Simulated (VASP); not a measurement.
Given:

```
HfZr3C4
1.0
    0.00000     2.32766     2.32766
    2.32766     0.00000     2.32766
    9.31421     9.31421    -0.00357
Zr C Hf
3 4 1
Direct
  0.00181   0.00181   0.99864
  0.00000   0.00000   0.25000
  0.99819   0.99819   0.50136
  0.50092   0.50092   0.12431
  0.49908   0.49908   0.37569
  0.49657   0.49657   0.62757
  0.50343   0.50343   0.87243
  0.00000   0.00000   0.75000
```

Computed with PBEsol GGA, VASP's PBE PAW potentials (set 64) (plane waves; VASP). Settings: 520 eV cut-off, Gaussian smearing of 0.050 eV, potentials Zr_sv C Hf_pv.

Task: Give the energies of bands 23 to 36 at the high-symmetry points, in eV from the Fermi level.

Result: 
```
band      Γ      T     H2      L     S0      F
----  -----  -----  -----  -----  -----  -----
23    -2.93  -2.77  -3.78  -2.83  -3.79  -3.06
24    -2.85  -2.72  -2.58  -2.73  -2.59  -3.05
25    -1.85  -2.72  -2.56  -2.73  -2.55  -2.63
26    -1.85  -0.84  -2.52  -2.67  -2.52  -2.45
27    -1.82  -0.82  -2.44  -2.56  -2.44  -2.17
28    -1.82  -0.42  -2.30  -2.19  -2.29  -1.92
29     0.94  -0.42  -2.27  -2.12  -2.26  -1.86
30     0.95  -0.41  -2.18  -0.70  -2.21  -1.82
31     0.95  -0.41  -2.16  -0.62  -2.16   0.02
32     1.08   1.57   2.55   0.32   2.53   0.02
33     1.09   1.57   2.70   0.35   2.89   1.53
34     1.09   1.69   3.19   3.30   2.94   1.64
35     2.55   1.69   3.30   3.57   3.39   4.69
36     2.57   2.04   3.69   4.76   3.52   4.72
```

It has no gap at this level: it comes out as a metal or semimetal.

The structure was generated: HfZr3C4 was put into an ordered model structure (R-3m), which need not be its known phase. It was relaxed first.
